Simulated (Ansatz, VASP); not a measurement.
## Two plane-wave programs on CsSe2

The input INCAR:

```
PREC = Accurate
ENCUT = 520
EDIFF = 1E-7
ISMEAR = 0
SIGMA = 0.1
LREAL = False
LASPH = True
NELM = 60
ALGO = Fast
ISIF = 2
LWAVE = False
LCHARG = False
GGA = PE
NBANDS = 18
```

Contents of KPOINTS:

```
Automatic mesh
0
Gamma
  4 4 4
```

The input POSCAR:

```
CsSe2
1.0
    0.0000000000      4.0383703800      4.0383703800
    4.0383703800      0.0000000000      4.0383703800
    4.0383703800      4.0383703800      0.0000000000
Cs Se
1 2
Direct
    0.0000000000      0.0000000000      0.0000000000
    0.2500000000      0.2500000000      0.2500000000
    0.7500000000      0.7500000000      0.7500000000
```

Input for Ansatz:

```yaml
crystal:
  lattice:
    - [0.0, 4.03837038, 4.03837038]
    - [4.03837038, 0.0, 4.03837038]
    - [4.03837038, 4.03837038, 0.0]
  atoms:
    - { symbol: Cs, position: [0.0, 0.0, 0.0] }
    - { symbol: Se, position: [0.25, 0.25, 0.25] }
    - { symbol: Se, position: [0.75, 0.75, 0.75] }
basis:
  ecutwfc: 420
kpoints:
  mp_grid: { grid: [4, 4, 4] }
hamiltonian:
  xc: pbe
scf:
  occupations: { method: gaussian, width: 0.1 }
  lower_state_search: "off"
output:
  forces: true
  stress: true
  eigenvalues: true
```

Change from the starting cell: species swapped into the Li2Te type (Fm-3m, No. 225).

Alike in both runs: task single point; functional PBE; k mesh 4 × 4 × 4; occupations gaussian, width 0.1 eV; no spin polarisation.

```csv
,VASP,Ansatz
version,VASP 6.6.1,Ansatz 0.2.0
potentials or method,"VASP PAW PBE potentials, release 64 (Cs_sv, Se)","scalar-relativistic, plane waves, PAW"
plane-wave cutoff (eV),520,420
valence electrons in the cell,21,41
```

```tsv
	VASP	Ansatz	Ansatz less VASP
gap on the k mesh at the Fermi level (eV)	none	none	-
pressure (GPa)	-0.2	-0.2	-0.05
```

A gap of «none» marks a metal or a gap that the smearing closes. The two sets of potentials don't hold the same shells in valence.

Spin-orbit coupling is left out, which matters for the levels of Cs.
